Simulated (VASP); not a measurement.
Input:

```yaml
crystal:
  lattice:
    - [0.00000, 2.85219, 2.85219]
    - [2.85219, 0.00000, 2.85219]
    - [2.85219, 2.85219, 0.00000]
  atoms:
    - { symbol: Li, position: [0.25000, 0.25000, 0.25000] }
    - { symbol: Li, position: [0.75000, 0.75000, 0.75000] }
    - { symbol: S, position: [0.00000, 0.00000, 0.00000] }
```

Level of theory: PBE GGA, VASP's PBE PAW potentials (set 64) (plane waves; VASP 6.6.1). Run with 520 eV cut-off, 9×9×9 Γ-centred mesh, tetrahedra with Blöchl corrections, potentials Li_sv S.

**Question.** Predict the energy per atom (σ→0).

**Answer.** 
```json
{
  "energy per atom (σ→0)": "-3.999 eV/atom"
}
```

The compound is Li2S in the antifluorite structure. It was relaxed first.
